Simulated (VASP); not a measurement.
Input of a VASP 6.6.1 run:

File INCAR:

```
  PREC = Accurate
  ENCUT = 520
  EDIFF = 1E-7
  ISMEAR = 0
  SIGMA = 0.02
  LREAL = False
  LASPH = True
  NELM = 60
  ALGO = Normal
  ISIF = 3
  LWAVE = False
  LCHARG = False
  GGA = PE
  IVDW = 13
  IBRION = 2
  NSW = 80
  EDIFFG = -0.002
```

Contents of KPOINTS:

```
Automatic mesh
0
Gamma
  15 15 6
```

The input POSCAR:

```
BN
1.0
    2.4982400000      0.0000000000      0.0000000000
   -1.2491200000      2.1635393000      0.0000000000
    0.0000000000      0.0000000000      6.6357000000
B N
2 2
Direct
    0.3333333300      0.6666666700      0.2500000000
    0.6666666700      0.3333333300      0.7500000000
    0.3333333300      0.6666666700      0.7500000000
    0.6666666700      0.3333333300      0.2500000000
```

Potentials or basis: VASP PAW PBE potentials, release 64 (B, N).

Command:

```sh
$ cat potpaw_PBE.64/B/POTCAR potpaw_PBE.64/N/POTCAR > POTCAR
$ mpirun -np 1 vasp_std > vasp.out
```

**Question.** Predict the space group after relaxing (to 0.05 Å).

**Answer.** P6_3/mmc (No. 194).

**Question.** Predict the band gap on the k mesh.

**Answer.** 4.25 eV, indirect (least direct gap 4.63 eV).

**Question.** What does it give for the relaxed cell?

**Answer.** a = 2.507 Å, b = 2.507 Å, c = 6.529 Å, α = 90.00°, β = 90.00°, γ = 120.00°.

Final structure:
```
B N
1.0
     2.50742    0.00000    0.00000
    -1.25371    2.17149    0.00000
     0.00000    0.00000    6.52908
B N
2 2
Direct
  0.33333 0.66667 0.25000
  0.66667 0.33333 0.75000
  0.33333 0.66667 0.75000
  0.66667 0.33333 0.25000
```

Caveat: an odd mesh through Γ misses points on the zone boundary, where band edges often lie. As with any semilocal functional, this PBE gap is likely too small.
